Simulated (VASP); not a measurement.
**CaCd2P2 (space group P-3m1): computed properties**

All values below come from LDA (Ceperley-Alder, Perdew-Zunger), VASP's LDA PAW potentials (set 64) (plane waves; VASP).

```json
{
 "space_group": "P-3m1 (164)",
 "cell": "a = 4.2021 Å, b = 4.2021 Å, c = 6.8283 Å, α = 90.00°, β = 90.00°, γ = 120.00°",
 "volume_per_atom": "20.88 Å³/atom",
 "band gap (over mesh and band path)": "0.94 eV",
 "smallest direct gap (over mesh and band path)": "0.94 eV",
 "band_edge_character": "direct, Γ to Γ",
 "density": "5.20 g/cm³",
 "optical Γ-point spectrum": "78 (×2), 108, 146 (×2), 180, 208, 253 (×2), 262, 264 (×2) cm⁻¹"
}
```

```
CELL_PARAMETERS angstrom
      4.20215     0.00000     0.00000
     -2.10107     3.63917     0.00000
      0.00000     0.00000     6.82827
ATOMIC_POSITIONS crystal
  Ca 0.00000 0.00000 0.00000
  Cd 0.33333 0.66667 0.63830
  Cd 0.66667 0.33333 0.36170
  P  0.66667 0.33333 0.76354
  P  0.33333 0.66667 0.23646
```

The structure comes from a computed database's CaCd2P2 entry (P-3m1); how it stands against other phases isn't given here. It was relaxed first, which changed the volume by -7 %. Symmetry was kept, so distortions that lower it aren't found.
